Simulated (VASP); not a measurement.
A convergence study with VASP on Rh (fcc): one setting is varied, all else stays as given below, so the limit is that of these other settings.

```yaml
crystal:
  lattice:
    - [0.00000, 1.90000, 1.90000]
    - [1.90000, 0.00000, 1.90000]
    - [1.90000, 1.90000, 0.00000]
  atoms:
    - { symbol: Rh, position: [0.00000, 0.00000, 0.00000] }
```

The numbers are results of PBE GGA, VASP's PBE PAW potentials (set 64) (plane waves; VASP), not measurements. The tightest run used: 550 eV cut-off, 26×26×26 Γ-centred mesh, first-order Methfessel-Paxton smearing of 0.10 eV, potentials Rh_pv.

| setting | E (eV/atom) | pressure (GPa) | irreducible k-points |
|---|---|---|---|
| 1×1×1 mesh | -12.2345 | 42.78 | 1 |
| 2×2×2 mesh | -3.4395 | 63.60 | 3 |
| 3×3×3 mesh | -5.8045 | 30.62 | 4 |
| 4×4×4 mesh | -7.6915 | -0.68 | 8 |
| 5×5×5 mesh | -7.1019 | 8.83 | 10 |
| 6×6×6 mesh | -7.1677 | 7.80 | 16 |
| 8×8×8 mesh | -7.2195 | 7.10 | 29 |
| 9×9×9 mesh | -7.2436 | 6.39 | 35 |
| 10×10×10 mesh | -7.2598 | 6.22 | 47 |
| 11×11×11 mesh | -7.2407 | 6.70 | 56 |

These are the cheaper rows. Estimate the results at 26×26×26 mesh, and how far the last row shown lies from them.

```tsv
quantity	tightest run	last row shown is off by
E (eV/atom)	-7.2516	0.0109
pressure (GPa)	6.30	0.40
```

Left out are rungs that failed or repeat a setting and relaxations that didn't move; long series are thinned to 24 rows.

The compound is Rh in the fcc structure. The cell was not relaxed at this level.
